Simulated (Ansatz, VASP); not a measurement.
# P in two plane-wave programs

Aim: how closely do two programs agree when they are given the same cell, functional and k mesh? The cell is taken from a series of runs on this material, whose earlier steps may have relaxed, scaled, displaced or heated it; both programs get it as it stands.

Main program and level: Ansatz 0.2.0; plane waves, with VASP 6.6.1 beside it; zone-centre phonons at PBE with D3(BJ).

**1. Starting point**

The structure is orthorhombic, space group Cmce (No. 64). Conventional cell: a = 3.324 Å, b = 10.157 Å, c = 4.139 Å, α = 90.00°, β = 90.00°, γ = 90.00°. P has 3 P at 2.23 to 2.25 Å nearest.

Structure file:

```cif
data_structure
_symmetry_space_group_name_H-M 'P 1'
_symmetry_Int_Tables_number 1
_cell_length_a 5.3435
_cell_length_b 5.3435
_cell_length_c 4.1392
_cell_angle_alpha 90.000
_cell_angle_beta 90.000
_cell_angle_gamma 143.759
_cell_volume 69.87
loop_
_atom_site_label
_atom_site_type_symbol
_atom_site_fract_x
_atom_site_fract_y
_atom_site_fract_z
_atom_site_occupancy
P1 P 0.89312 0.10688 0.07090 1
P2 P 0.60688 0.39312 0.57090 1
P3 P 0.10688 0.89312 0.92910 1
P4 P 0.39312 0.60688 0.42910 1
```

**2. VASP: zone-centre phonons, PBE with D3(BJ)**

Second derivatives magnify differences that forces hide, and they need a tight electronic threshold.

Lines of VASP's logs that name or quote its potential files are left out, and so is its time.

Contents of INCAR:

```
SYSTEM = P
PREC = Accurate
ENCUT = 500
EDIFF = 1E-08
NELM = 120
ISMEAR = 1
SIGMA = 0.2
LREAL = .FALSE.
ALGO = Normal
GGA = PE
IVDW = 12
NBANDS = 16
LORBIT = 11
LWAVE = .FALSE.
LCHARG = .FALSE.
ISIF = 2
IBRION = 6
NFREE = 2
POTIM = 0.015
NSW = 1
LASPH = .TRUE.
GGA_COMPAT = .FALSE.
KPAR = 2
```

Contents of POSCAR:

```
P
1.0
    1.6619485815     -5.0785135671      0.0000000000
    1.6619485815      5.0785135671      0.0000000000
    0.0000000000      0.0000000000      4.1391603215
P
4
Direct
    0.8931216374      0.1068783626      0.0709003789
    0.6068783626      0.3931216374      0.5709003789
    0.1068783626      0.8931216374      0.9290996211
    0.3931216374      0.6068783626      0.4290996211
```

Contents of KPOINTS:

```
Automatic mesh
0
Gamma
16 16 12
0 0 0
```

Potentials, in the order of the species: P (PBE family, release 64).

Started as:

```sh
$ mpirun -np 2 vasp_std
```

Numbers of over 12 decimals in the logs are rounded to 6 here.

Log:

```text
[banner, memory and clock lines left out]
running    2 mpi-ranks, on    1 nodes
 distrk:  each k-point on    1 cores,    2 groups
 distr:  one band on    1 cores,    1 groups

 POSCAR found type information on POSCAR P
 POSCAR found :  1 types and       4 ions
 LDA part: xc-table for (Slater+PW92), standard interpolation
 POSCAR, INCAR and KPOINTS ok, starting setup
 FFT: planning ... GRIDC
 FFT: planning ... GRID_SOFT
 FFT: planning ... GRID
 WAVECAR not read
 entering main loop
       N       E                     dE             d eps       ncg     rms          rms(c)
DAV:   1     0.549023691007E+02    0.54902E+02   -0.83243E+03 16352   0.104E+03
DAV:   2    -0.184568788831E+02   -0.73359E+02   -0.70900E+02 22240   0.158E+02
DAV:   3    -0.214655122114E+02   -0.30086E+01   -0.29953E+01 22512   0.342E+01
DAV:   4    -0.214936102527E+02   -0.28098E-01   -0.28091E-01 20272   0.398E+00
DAV:   5    -0.214940919715E+02   -0.48172E-03   -0.48168E-03 22640   0.479E-01    0.104E+01
DAV:   6    -0.213983634193E+02    0.95729E-01   -0.56386E-02 19696   0.138E+00    0.613E+00
DAV:   7    -0.213588533357E+02    0.39510E-01   -0.94701E-02 21312   0.183E+00    0.295E-01
DAV:   8    -0.213586206277E+02    0.23271E-03   -0.10094E-02 19192   0.643E-01    0.151E-01
DAV:   9    -0.213586705714E+02   -0.49944E-04   -0.50926E-04 22448   0.144E-01    0.729E-02
DAV:  10    -0.213586808560E+02   -0.10285E-04   -0.60425E-05 20536   0.454E-02    0.300E-02
DAV:  11    -0.213586885476E+02   -0.76917E-05   -0.11466E-05 20232   0.256E-02    0.854E-03
DAV:  12    -0.213586890071E+02   -0.45950E-06   -0.58018E-07 20904   0.524E-03    0.284E-03
DAV:  13    -0.213586889673E+02    0.39866E-07   -0.11013E-07 20248   0.228E-03    0.956E-04
DAV:  14    -0.213586889820E+02   -0.14734E-07   -0.11936E-08 13072   0.692E-04    0.386E-04
DAV:  15    -0.213586889917E+02   -0.97034E-08   -0.21741E-09 10096   0.342E-04
   1 F= -.22966642E+02 E0= -.22967063E+02  d E =0.126130E-02
[...]
2 F= -.22965425E+02 E0= -.22965847E+02  d E =0.126556E-02
[...]
3 F= -.22965425E+02 E0= -.22965847E+02  d E =0.126556E-02
[...]
4 F= -.22964993E+02 E0= -.22965422E+02  d E =0.128778E-02
[...]
5 F= -.22966311E+02 E0= -.22966727E+02  d E =0.124698E-02
[...]
6 F= -.22965872E+02 E0= -.22966275E+02  d E =0.120890E-02
 Finite differences progress:
  Degree of freedom:   3/  3
  Displacement:        1/  2
  Total:               5/  6
 bond charge predicted
       N       E                     dE             d eps       ncg     rms          rms(c)
DAV:   1    -0.213550772652E+02    0.28454E-02   -0.35231E-01 27096   0.325E+00    0.350E-01
DAV:   2    -0.213566276274E+02   -0.15504E-02   -0.17699E-02 37784   0.842E-01    0.925E-02
DAV:   3    -0.213565830901E+02    0.44537E-04   -0.28611E-04 31632   0.116E-01    0.548E-02
DAV:   4    -0.213565775262E+02    0.55639E-05   -0.62915E-05 36520   0.475E-02    0.285E-02
DAV:   5    -0.213565779903E+02   -0.46417E-06   -0.61894E-06 33344   0.158E-02    0.141E-02
DAV:   6    -0.213565778673E+02    0.12307E-06   -0.97561E-07 34800   0.587E-03    0.365E-03
DAV:   7    -0.213565779334E+02   -0.66075E-07   -0.20412E-07 35504   0.252E-03    0.755E-04
DAV:   8    -0.213565779517E+02   -0.18310E-07   -0.92081E-09 18104   0.630E-04    0.331E-04
DAV:   9    -0.213565779606E+02   -0.89278E-08   -0.20884E-09 15968   0.303E-04
   7 F= -.22964528E+02 E0= -.22964970E+02  d E =0.132399E-02
 Finite differences progress:
  Degree of freedom:   3/  3
  Displacement:        2/  2
  Total:               6/  6
```

OUTCAR, selected parts (step 2):

```text
ion  position               nearest neighbor table
   1  0.893  0.107  0.071-   4 2.23   4 2.23   3 2.25
   2  0.607  0.393  0.571-   3 2.23   3 2.23   4 2.25
   3  0.107  0.893  0.929-   2 2.23   2 2.23   1 2.25
   4  0.393  0.607  0.429-   1 2.23   1 2.23   2 2.25

  LATTYP: Found a base centered orthorhombic cell.
 ALAT       =     3.3238971630
 B/A-ratio  =     3.0557585377
 C/A-ratio  =     1.2452732797

 Subroutine GETGRP returns: Found  8 space group operations
 (whereof  4 operations were pure point group operations)

The static configuration has the point symmetry C_2h.
 The point group associated with its full space group is D_2h.

 Found    511 irreducible k-points:

   k-points           NKPTS =    511   k-points in BZ     NKDIM =    511   number of bands    NBANDS=     16

   dimension x,y,z NGX =    40 NGY =   40 NGZ =   30
   dimension x,y,z NGXF=    80 NGYF=   80 NGZF=   60

   ENCUT  =  500.0 eV  36.75 Ry    6.06 a.u.   9.74  9.74  7.55*2*pi/ulx,y,z

   NELECT =      20.0000    total number of electrons

 k-points in reciprocal lattice and weights: Automatic mesh
   0.00000000  0.00000000  0.00000000       0.000
   0.06250000 -0.00000000  0.00000000       0.001
   0.12500000 -0.00000000  0.00000000       0.001
   0.18750000  0.00000000  0.00000000       0.001
   0.25000000 -0.00000000  0.00000000       0.001
   0.31250000 -0.00000000  0.00000000       0.001
   0.37500000  0.00000000  0.00000000       0.001
   0.43750000 -0.00000000  0.00000000       0.001
   0.50000000 -0.00000000  0.00000000       0.001
[...]
15      12.6740      0.00000
    ...

 k-point     3 :       0.1250   -0.0000    0.0000
  band No.  band energies     occupation
    ...
      6       2.5414      2.00000
      7       2.7504      2.00000
      8       4.7242      2.00000
      9       4.7317      2.00000
     10       6.3534      2.00000
     11       8.8355     -0.00000
     12      10.0044     -0.00000
     13      10.1136     -0.00000
     14      10.6792     -0.00000
     15      11.9632      0.00000
    ...

 k-point     4 :       0.1875    0.0000    0.0000
  band No.  band energies     occupation
    ...
      6       2.3153      2.00000
      7       2.7658      2.00000
      8       4.7058      2.00000
      9       4.8131      2.00000
     10       6.4379      2.00000
     11       8.9650     -0.00000
     12       9.4715     -0.00000
     13      10.6813     -0.00000
     14      11.1455     -0.00000
     15      11.2511     -0.00000
    ...

 k-point     5 :       0.2500   -0.0000    0.0000
  band No.  band energies     occupation
    ...
      6       2.0889      2.00000
      7       3.0631      2.00000
      8       4.7234      2.00000
      9       4.9100      2.00000
     10       6.3599      2.00000
     11       8.4863     -0.00000
     12       9.5320     -0.00000
     13       9.9003     -0.00000
     14      10.5179     -0.00000
     15      11.0930     -0.00000
    ...

 Edisp (eV)   -1.60795

  Total      -0.09902    -0.02254    -0.22361     0.00000     0.08006     0.00000
  in kB      -2.27048    -0.51693    -5.12761     0.00000     1.83572     0.00000
  external pressure =       -2.64 kB  Pullay stress =        0.00 kB

  energy-cutoff  :      500.00
  volume of cell :       69.87
      direct lattice vectors                 reciprocal lattice vectors
     1.661948581 -5.078513567  0.000000000     0.300851666 -0.098454005  0.000000000
     1.661948581  5.078513567  0.000000000     0.300851666  0.098454005  0.000000000
     0.000000000  0.000000000  4.139160322     0.000000000  0.000000000  0.241594894

 POSITION                                       TOTAL-FORCE (eV/Angst)
 -----------------------------------------------------------------------------------
      1.66195     -3.99295      0.27847         0.000000     -0.039317      0.234996
      1.66195     -1.08557      2.36305         0.000000      0.032492      0.015658
      1.66195      3.99295      3.84569         0.000000      0.039562     -0.056349
      1.66195      1.08557      1.77611         0.000000     -0.032737     -0.194305
 -----------------------------------------------------------------------------------
    total drift:                                0.000000      0.000010      0.000028

  FREE ENERGIE OF THE ION-ELECTRON SYSTEM (eV)
  ---------------------------------------------------
  free  energy   TOTEN  =       -22.9645283367 eV

  energy  without entropy=      -22.9658523279  energy(sigma->0) =      -22.96496967

 Eigenvectors and eigenvalues of the dynamical matrix
 ----------------------------------------------------

   1 f  =   13.804655 THz    86.737204 2PiTHz  460.473715 cm-1    57.091439 meV
             X         Y         Z           dx          dy          dz
      1.661949 -3.992947  0.293468    -0.000000    0.000005   -0.500000
      1.661949 -1.085566  2.363048    -0.000000    0.000005    0.500000
      1.661949  3.992947  3.845692     0.000000    0.000005   -0.500000
      1.661949  1.085566  1.776112     0.000000    0.000005    0.500000

   2 f  =   13.341198 THz    83.825217 2PiTHz  445.014450 cm-1    55.174735 meV
             X         Y         Z           dx          dy          dz
      1.661949 -3.992947  0.293468    -0.000000    0.172068    0.469460
      1.661949 -1.085566  2.363048    -0.000000   -0.172068    0.469460
      1.661949  3.992947  3.845692     0.000000   -0.172068   -0.469460
      1.661949  1.085566  1.776112     0.000000    0.172068   -0.469460

   3 f  =   12.573857 THz    79.003875 2PiTHz  419.418731 cm-1    52.001272 meV
             X         Y         Z           dx          dy          dz
      1.661949 -3.992947  0.293468     0.500000    0.000000    0.000000
      1.661949 -1.085566  2.363048     0.500000    0.000000    0.000000
      1.661949  3.992947  3.845692    -0.500000   -0.000000   -0.000000
      1.661949  1.085566  1.776112    -0.500000   -0.000000   -0.000000

   4 f  =   12.401349 THz    77.919976 2PiTHz  413.664487 cm-1    51.287837 meV
             X         Y         Z           dx          dy          dz
      1.661949 -3.992947  0.293468     0.500000   -0.000000    0.000000
      1.661949 -1.085566  2.363048    -0.500000   -0.000000    0.000000
      1.661949  3.992947  3.845692     0.500000    0.000000   -0.000000
      1.661949  1.085566  1.776112    -0.500000    0.000000   -0.000000

   5 f  =   12.016742 THz    75.503419 2PiTHz  400.835381 cm-1    49.697231 meV
             X         Y         Z           dx          dy          dz
      1.661949 -3.992947  0.293468    -0.000000   -0.498737    0.035518
      1.661949 -1.085566  2.363048     0.000000   -0.498737   -0.035518
      1.661949  3.992947  3.845692    -0.000000    0.498737   -0.035518
      1.661949  1.085566  1.776112     0.000000    0.498737    0.035518

   6 f  =   10.966403 THz    68.903944 2PiTHz  365.799839 cm-1    45.353379 meV
             X         Y         Z           dx          dy          dz
      1.661949 -3.992947  0.293468    -0.000000   -0.469460    0.172068
      1.661949 -1.085566  2.363048     0.000000    0.469460    0.172068
      1.661949  3.992947  3.845692    -0.000000    0.469460   -0.172068
      1.661949  1.085566  1.776112     0.000000   -0.469460   -0.172068

   7 f  =    6.508237 THz    40.892462 2PiTHz  217.091433 cm-1    26.915895 meV
             X         Y         Z           dx          dy          dz
      1.661949 -3.992947  0.293468     0.000000    0.035518    0.498737
      1.661949 -1.085566  2.363048    -0.000000    0.035518   -0.498737
      1.661949  3.992947  3.845692    -0.000000   -0.035518   -0.498737
      1.661949  1.085566  1.776112     0.000000   -0.035518    0.498737

   8 f  =    5.451284 THz    34.251430 2PiTHz  181.835276 cm-1    22.544691 meV
             X         Y         Z           dx          dy          dz
      1.661949 -3.992947  0.293468     0.500000   -0.000000   -0.000000
      1.661949 -1.085566  2.363048    -0.500000   -0.000000    0.000000
      1.661949  3.992947  3.845692    -0.500000   -0.000000    0.000000
      1.661949  1.085566  1.776112     0.500000   -0.000000   -0.000000

   9 f  =    2.657471 THz    16.697382 2PiTHz   88.643686 cm-1    10.990411 meV
             X         Y         Z           dx          dy          dz
      1.661949 -3.992947  0.293468     0.000000    0.500000    0.000216
      1.661949 -1.085566  2.363048    -0.000000   -0.500000    0.000216
      1.661949  3.992947  3.845692    -0.000000    0.500000    0.000216
      1.661949  1.085566  1.776112     0.000000   -0.500000    0.000216

  10 f  =    0.000000 THz     0.000000 2PiTHz    0.000003 cm-1     0.000000 meV
             X         Y         Z           dx          dy          dz
      1.661949 -3.992947  0.293468     0.500000    0.000000   -0.000000
      1.661949 -1.085566  2.363048     0.500000    0.000000   -0.000000
      1.661949  3.992947  3.845692     0.500000    0.000000   -0.000000
      1.661949  1.085566  1.776112     0.500000    0.000000   -0.000000

  11 f/i=    0.000148 THz     0.000932 2PiTHz    0.004949 cm-1     0.000614 meV
             X         Y         Z           dx          dy          dz
      1.661949 -3.992947  0.293468     0.000000   -0.500000   -0.000005
      1.661949 -1.085566  2.363048     0.000000   -0.500000    0.000005
      1.661949  3.992947  3.845692     0.000000   -0.500000   -0.000005
      1.661949  1.085566  1.776112     0.000000   -0.500000    0.000005

  12 f/i=    0.001150 THz     0.007224 2PiTHz    0.038351 cm-1     0.004755 meV
             X         Y         Z           dx          dy          dz
      1.661949 -3.992947  0.293468    -0.000000    0.000216   -0.500000
      1.661949 -1.085566  2.363048    -0.000000   -0.000216   -0.500000
      1.661949  3.992947  3.845692    -0.000000    0.000216   -0.500000
      1.661949  1.085566  1.776112    -0.000000   -0.000216   -0.500000

 ELASTIC MODULI CONTR FROM IONIC RELAXATION (kBar)
 Direction    XX          YY          ZZ          XY          YZ          ZX
 --------------------------------------------------------------------------------
 XX        -113.2497   -187.3474   -303.5339      0.0000     -0.0000     -0.0000
 YY        -187.3474  -1247.8394   -231.0454      0.0000     -0.0000     -0.0000
 ZZ        -303.5339   -231.0454   -891.8903     -0.0000     -0.0000     -0.0000
 XY           0.0000      0.0000     -0.0000   -413.0288      0.0000     -0.0000
 YZ          -0.0000     -0.0000     -0.0000      0.0000   -482.3292      0.0000
 ZX          -0.0000     -0.0000     -0.0000     -0.0000      0.0000   -545.1084
 --------------------------------------------------------------------------------

 total charge
# of ion       s       p       d       tot
------------------------------------------
    1        1.087   1.371   0.000   2.458
    2        1.087   1.371   0.000   2.458
    3        1.087   1.371   0.000   2.458
    4        1.087   1.371   0.000   2.458
--------------------------------------------------
tot          4.347   5.485   0.000   9.832

[... 1 further part left out ...]
```

Levels, forces or a CONTCAR printed for this step are those of its last displaced cell, not of the structure at rest.

(Part 1 of 2 ends here.)

[Lines on the potential files, build, host, timing and source positions are cut from VASP's logs without a mark.]

[Logs are printed without paths, hosts, clocks, repeated set-up lines and the standing remarks that a program may print on its own settings, such as how far it seeks lower states.]

[Hosts, paths, dates, database ids (printed as entryN), source tags and the programs' standing remarks are cut or masked in the printed files.]
